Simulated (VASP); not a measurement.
Input:

```
TaGe2
1.0
    4.93702     0.00000     0.00000
   -2.46851     4.27559     0.00000
    0.00000     0.00000     6.74030
Ta Ge
3 6
Direct
  0.50000   0.00000   0.00000
  0.50000   0.50000   0.33333
  0.00000   0.50000   0.66667
  0.16430   0.32860   0.00000
  0.83570   0.16430   0.33333
  0.67140   0.83570   0.66667
  0.83570   0.67140   0.00000
  0.16430   0.83570   0.33333
  0.32860   0.16430   0.66667
```

Method: PBEsol GGA, VASP's PBE PAW potentials (set 64) (plane waves; VASP 6.6.1). Settings: 400 eV cut-off, 8×8×5 Γ-centred mesh, tetrahedra with Blöchl corrections, potentials Ta_pv Ge_d.

Unless said otherwise, spin-orbit coupling is left out, though it shifts the bands of the heavy elements here.

Problem. Estimate the energy per atom (σ→0), band gap (on the k-mesh) with the smallest direct gap where there is one.

Solution. 
```json
{
 "band gap (on the k-mesh)": "none (metal, semimetal or under 0.01 eV)",
 "energy per atom (σ→0)": "-7.791 eV/atom"
}
```

The structure was generated: TaGe2 was put into the CrSi2 type (P6_222), which need not be its known phase. It was relaxed first. The electron count is odd and the run is not spin-polarised, which forces a metal.
